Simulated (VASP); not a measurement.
Write the native input for VASP 6.6.1 that does the following.

| Quantity | Value |
| --- | --- |
| Task | single point |
| Functional | PBE |
| Potentials or basis | VASP PAW PBE potentials, release 64 (Ge_d) |
| Cutoff | 350 eV |
| k mesh | 10 × 10 × 10 |
| Occupations | gaussian, width 0.02 eV |
| Spin | no spin polarisation |
| Further INCAR settings | ALGO = Normal; EDIFF = 1e-07; NBANDS = 21 |

The structure of Ge lies in POSCAR:

```
Ge                                      
1.0
    0.0000000000      2.9354929538      2.9354929538
    2.9354929538      0.0000000000      2.9354929538
    2.9354929538      2.9354929538      0.0000000000
  Ge            
     2
Direct
     0.0000000000000000    0.0000000000000000    0.0000000000000000
     0.2500000000000000    0.2500000000000000    0.2500000000000000
```

The cell isn't the ideal one: a relaxed cell with its volume scaled by 1.06.

The input as run:

INCAR

```
SYSTEM = Ge
PREC = Accurate
ENCUT = 350
EDIFF = 1E-7
ISMEAR = 0
SIGMA = 0.02
LREAL = .False.
LASPH = .True.
NELM = 100
ALGO = Normal
ISIF = 2
LWAVE = .False.
LCHARG = .False.
GGA = PE
NBANDS = 21
```

KPOINTS

```
Automatic mesh
0
Gamma
  10 10 10
  0 0 0
```

Potentials or basis: VASP PAW PBE potentials, release 64 (Ge_d).

The run is started by

```bash
$ cat potpaw_PBE.64/Ge_d/POTCAR > POTCAR
$ mpirun -np 1 vasp_std > vasp.out
```

It gave:

| Item | Value |
| --- | --- |
| Band gap on the k mesh | none (metal or under the smearing width) |

Run time: 15 s on 1 thread of Intel(R) Xeon(R) 6975P-C (Granite Rapids), on a shared host, peak memory 0.16 GiB.
